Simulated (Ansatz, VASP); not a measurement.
## Co: VASP beside Ansatz

Wanted: the spread between two codes on one cell, functional and k mesh. The cell is a member of a volume series, scaled by 0.9 from a relaxed one, so a pressure remains. Valence electrons are named where the data sets of a main pair hold unlike numbers.

Method: plane waves, with VASP 6.6.1 beside it; zone-centre phonons at LDA, in Ansatz 0.2.0.

## Step 1: The structure

The structure is hexagonal, space group P6_3/mmc (No. 194). Conventional cell: a = 2.343 Å, b = 2.343 Å, c = 3.779 Å, α = 90.00°, β = 90.00°, γ = 120.00°. Nearest to Co lie 12 Co at 2.32 to 2.34 Å.

As a file:

```cif
data_structure
_symmetry_space_group_name_H-M 'P6_3/mmc'
_symmetry_Int_Tables_number 194
_cell_length_a 2.3427
_cell_length_b 2.3427
_cell_length_c 3.7789
_cell_angle_alpha 90.000
_cell_angle_beta 90.000
_cell_angle_gamma 120.000
_cell_volume 17.96
loop_
_atom_site_label
_atom_site_type_symbol
_atom_site_symmetry_multiplicity
_atom_site_Wyckoff_symbol
_atom_site_fract_x
_atom_site_fract_y
_atom_site_fract_z
_atom_site_occupancy
Co1 Co 2 c 0.33333 0.66667 0.25000 1
```

## Step 2: Ansatz: zone-centre phonons, LDA, volume scaled by 0.9

Ansatz runs on its default PAW (the set named soft_2) files.

Second derivatives magnify differences that forces hide, and they need a tight electronic threshold.

The input, input.yaml:

```yaml
crystal:
  lattice:
    - [2.3426697279, 0.0, 0.0]
    - [-1.171334864, 2.0288114973, 0.0]
    - [0.0, 0.0, 3.7789442857]
  atoms:
    - { symbol: Co, position: [0.33333333, 0.66666667, 0.25], spin: 2.0 }
    - { symbol: Co, position: [0.66666667, 0.33333333, 0.75], spin: 2.0 }
hamiltonian:
  xc: lda
  pseudopotentials: { kind: paw }
magnetization:
  spin_polarized: true
kpoints:
  mp_grid: { grid: [24, 24, 14] }
scf:
  occupations: { method: gaussian, width: 0.05 }
phonons:
  method: dfpt
  qpoints: [[0, 0, 0]]
```

Command:

```
$ ansatz run input.yaml --threads 4 --pin off --max-ram 9216MiB --backend cpu --events-out ev --progress --plain --runs-dir out
```

Numbers of over 12 decimals in the logs are rounded to 6 here.

What it wrote:

```text
zone centre: on kpoints.mp_grid the ground state, and the responses unless they are solved on pairs of k-points, stand on 1256 of the mesh's 8064 k-points, reduced under 4 symmetry operations, with k and −k counted as one. Each operation leaves every solved displacement unchanged or reverses it
Engine: ansatz 0.2.0, aarch64-unknown-linux-gnu
Pseudopotentials: kind: paw
Pseudopotential: Co, paw, valence charge 17, recommended cutoff 420 eV (normal), Co.paw.azcp
Functional definition: SPW92
  exchange = slater_x
  correlation = pw_c
Crystal: 2 atoms, lattice volume = 17.961 Å³
Basis set: ecut = 420 eV, 337 PW (Γ), exchange–correlation on 32×32×60 points (8 copies of the dense FFT grid, shifted against one another)
Bands: 23, of which v1, the nominal top of the filled ones, is band 17 counted from 1 (16 counted from 0)
Symmetry: 24 space group operations
Space group: P63/mmc (ITA 194), of the structure as read, at distance tolerance 2.6e-5 Å
Magnetic group: BNS 194.263 (UNI 1493), of the structure as read, at distance tolerance 2.6e-5 Å
k-points: 488 of 8064
Non-local potential: Co, projectors of the file, l = 0: 3, l = 1: 2, l = 2: 3, l = 3: 1
PAW form: soft (Blöchl's): semilocal exchange-correlation on the pseudo side does not see the compensation charge
PAW frozen core: Co, regenerated for the run's functional, and the local potential with it (the file was generated under x = pbe(κ = 0.804, μ = 0.219515), c = pbe(β = 0.066725))
PAW one-centre angular grid: Co, 590 points (default); XC on 64 Gauss nodes
Initial density: superposition of atomic densities (chi_scale 0.1, normalization cell)
Starting moments: Σ|m| = 4 μB on 2 of 2 sites
Initial wavefunctions: pseudopotential atomic-orbital guess
Functional: x = slater, c = lda
SCF 1 converged in 10 iterations: F = -10125.314941 eV  dr2 = 1.41e-10
  greatest PAW one-centre occupation: 1.002 electrons in one spin orbital (limit 2), on the Co atom at site 1 (counted from 0), in its partial waves of l = 1
a single point of the input's cell can leave the moments in the input for a lower state (scf.lower_state_search): this run first made a single point of its cell. This run's own SCFs start from the density of the state that the single point found, with the moments in the input. The single point stayed on the moments in the input.
k-points: 1256 of 8064 (irreducible under 4 space group operations, time reversal used)
Initial density: read from a saved state, or passed on in memory by an earlier SCF of this step, an earlier step, the calling program or the single point that the run made first
Stability of the state it starts from, as read at its close in the collinear treatment: not read negative (Ritz values of 1 − χ₀K, real part plus size of imaginary part, from 0.81 to 0.94, by its mixing steps under the symmetry group of the SCF that read it); its run was given moments
Starting moments: Σ|m| = 4 μB on 2 of 2 sites; this step starts from the density that it was given
iter 1 solved again at ethr=2.93e-9 eV; its pass at ethr=3.10e-3 eV (dr2=9.98e-7 eV) is discarded
SCF iter   1: F=—  HF=-10125.314941 eV  |F-HF|=—  |Δ(HF+E_count)|=         —  Δρ=1.99e-5 (↑1.80e-5 ↓1.99e-5)  dr2=2.88e-10  dr2_m=5.90e-8  M=2.794 μB ∫|m|=2.943 μB  β_m=0.65  ethr=2.93e-9  ⟨swp⟩=4.1  Hψ=438008  notcnv=0
preconditioner: auto → none  [metal: Δε(μ)=0.001 eV  Ē_g=11.162 eV  σ=0.050 eV  W_gap=0.01  n_scr=2 (ndim 8)  ℏωp=37.2 eV  f_vac=0.000  D(μ)=2.66/eV (n_scr^D=36)]
SCF iter   2: F=—  HF=-10125.314941 eV  |F-HF|=—  |Δ(HF+E_count)|=   1.44e-8  Δρ=1.08e-5 (↑1.08e-5 ↓9.33e-6)  dr2=2.90e-10  dr2_m=1.67e-8  M=2.794 μB ∫|m|=2.943 μB  β_m=0.65  ethr=1.00e-12  ⟨swp⟩=2.6  Hψ=107104  notcnv=0
SCF iter   3: F=—  HF=-10125.314941 eV  |F-HF|=—  |Δ(HF+E_count)|=  6.68e-10  Δρ=6.20e-6 (↑6.20e-6 ↓1.14e-6)  dr2=3.89e-9  dr2_m=1.43e-9  M=2.794 μB ∫|m|=2.943 μB  β_m=0.47  ethr=1.00e-12  ⟨swp⟩=2.6  Hψ=108830  notcnv=0
SCF iter   4: F=—  HF=-10125.314941 eV  |F-HF|=—  |Δ(HF+E_count)|=   1.58e-9  Δρ=4.78e-7 (↑4.78e-7 ↓2.48e-7)  dr2=1.78e-11  dr2_m=1.41e-11  M=2.794 μB ∫|m|=2.943 μB  β_m=0.71  ethr=1.00e-12  ⟨swp⟩=2.0  Hψ=100926  notcnv=0
SCF iter   5: F=—  HF=-10125.314941 eV  |F-HF|=—  |Δ(HF+E_count)|=  1.46e-11  Δρ=2.84e-7 (↑2.84e-7 ↓7.45e-8)  dr2=1.11e-11  dr2_m=2.19e-12  M=2.794 μB ∫|m|=2.943 μB  β_m=0.80  ethr=1.00e-12  ⟨swp⟩=1.0  Hψ=57776  notcnv=0
SCF iter   6: F=-10125.314941 eV  HF=-10125.314941 eV  |F-HF|=1.82e-12  |Δ(HF+E_count)|=    0.00e0  Δρ=1.52e-7 (↑1.52e-7 ↓6.30e-8)  dr2=4.32e-12  dr2_m=3.41e-13  M=2.794 μB ∫|m|=2.943 μB  ethr=1.00e-12  ⟨swp⟩=4.3  Hψ=201286  notcnv=0
SCF 2 converged in 6 iterations: F = -10125.314941 eV  dr2 = 4.32e-12
DFPT response loops at Γ: preconditioner auto → Kerker (q_TF=auto, 3.034 Å⁻¹) (partly filled bands, converged f_vac=0.000); β = 1.00, the filter's whole step (`scf.mixing.beta` (0.30) is not read by the response loops under this deck's `scf.mixing.preconditioner`; to damp them name `kerker` or `kerker_dos`, under which they read `scf.mixing.beta`, and type it under 1.00, their step now; both keys bind the ground state too); Broyden in place of MSR1
SCF converged after 6 iterations
Magnetization: 2.7944 μB (18.3972 up, 15.6028 down)
Absolute magnetization: 2.9445 μB (∫|ρ↑−ρ↓|, with the PAW one-centre terms)
Spin contamination: 0.0221 ħ² per cell (⟨S²⟩ above its minimum at these occupations)
Per-site moments (μB) at R_I (Å): [(1.430973, 0.958517), (1.430973, 0.958517)]
Free energy (F): -10125.314941 eV
Harris-Foulkes:  -10125.314941 eV  (|F-HF|=1.82e-12)
Internal energy: -10125.311614 eV  (E = F + TS)
E sigma→0 (E₀):  -10125.313278 eV
Entropy (-TS):   -0.003327 eV (-1.664 meV/atom)
Fermi energy:    22.867075 eV
--- Per-component energies (eV) ---
  E_band       = -346.541375
  E_kinetic    = 921.146370
  E_local      = -5126.446469  (includes V_loc(G=0)·N_el)
  E_nonlocal   = 920.114867
  E_hartree    = 2168.624741
  E_xc         = -319.951424
  E_vxc        = -415.440203  (∫ρ·V_xc dr)
  E_paw        = -2907.395400  (= ΣΔE_a)
  E_vpaw       = -983.165655  (= ΣTr[D̂ρ^β])
  E_aug_tail   = 0.000038  (compensation charges beyond the density's cutoff)
  E_ewald      = -5782.240837
  E_core_change = 0.836501  (= ΣΔE_core)
  E_smearing   = -0.003327  (= −TS)
  E_closure    = -0.000000  (closes the sum)
  Σ components = -10125.314941   (vs F -10125.314941, Δ=0.00e0)
--- Band table (eV; the first three rows and the last of 2512) ---
  k-point 0 ↑: bands = [... 13 lower, 20.5000, 20.5000, 20.9801, 20.9801, 22.5021, 22.5021, 22.6862, 31.1450, ... 2 higher]
  k-point 1 ↑: bands = [... 13 lower, 20.4795, 20.4795, 21.0271, 21.0271, 22.4685, 22.4992, 22.4992, 31.4639, ... 2 higher]
  k-point 2 ↑: bands = [... 13 lower, 20.4218, 20.4218, 21.1522, 21.1522, 21.9133, 22.4890, 22.4890, 32.3283, ... 2 higher]
  k-point 1255 ↓: bands = [... 13 lower, 20.6752, 22.3215, 22.3215, 24.3055, 24.3055, 27.1252, 27.1252, 35.6780, ... 2 higher]
--- Phonons (Γ-DFPT): 2 representative perturbations + reference, on 1256 of 8064 k-points (Σ response iterations 6) ---
  k mesh reduced under 4 symmetry operations, with k and −k counted as one. Each operation leaves every solved displacement unchanged or reverses it
  ASR residual: 9.802e-5 → 0.000e0 eV/Å²; symmetrization residual: 1.674e-9 eV/Å²
  ASR residual per site (eV/Å²): 9.80e-5 9.80e-5
  Γ frequencies (cm⁻¹): 0.00 0.00 0.00 215.31 215.31 393.46
  non-analytic LO–TO correction: not included (Born effective charges unavailable; polar crystals: no LO–TO splitting at Γ)
--- Phonons (arbitrary-q DFPT): 1 explicit q-point ---
  q = [0, 0, 0] (of the zone-centre solve; hermiticity 2.00e-10, symmetrization 8.64e-11): -0.00 0.00 0.00 215.31 215.31 393.46
  sum rule: each row above includes the acoustic sum rule's correction from the zone centre's row sums; it moved no ω² by more than (0.67 cm⁻¹)²
```

Elapsed: 93 s, on 4 threads of Arm Neoverse V1, shared host; peak memory 3 GiB.

(Part 1 of 2 ends here.)

[Lines on the potential files, build, host, timing and source positions are cut from VASP's logs without a mark.]

[Logs are printed without paths, hosts, clocks, repeated set-up lines and the standing remarks that a program may print on its own settings, such as how far it seeks lower states.]

[Hosts, paths, dates, database ids (printed as entryN), source tags and the programs' standing remarks are cut or masked in the printed files.]
